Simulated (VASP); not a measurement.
Input:

```xyz
5
Lattice="4.1839 0.0000 0.0000 0.0000 4.1839 0.0000 0.0000 0.0000 4.1839" Properties=species:S:1:pos:R:3 pbc="T T T"
Ba     0.0000     0.0000     0.0000
Hf     2.0919     2.0919     2.0919
O      2.0919     0.0000     2.0919
O      0.0000     2.0919     2.0919
O      2.0919     2.0919     0.0000
```

Method: PBE GGA with D3 dispersion (zero damping), VASP's PBE PAW potentials (set 64) (plane waves; VASP). Run with 520 eV cut-off, 5×5×5 Γ-centred mesh, Gaussian smearing of 0.050 eV, potentials Ba_sv Hf_pv O.

Problem. The job: BaHfO3 (cubic perovskite), 5 atoms, PBE-D3 (zero damping), static run, 520 eV, 5×5×5 Γ-centred mesh. Roughly how much core time does it take on a busy server core?

Solution. About 20 core-seconds (one run on a shared machine, a rough figure). It had 10 irreducible k-points, 23 bands, up to 1975 plane waves and 14 electronic steps.

The compound is BaHfO3 in the cubic perovskite structure. It was relaxed first.
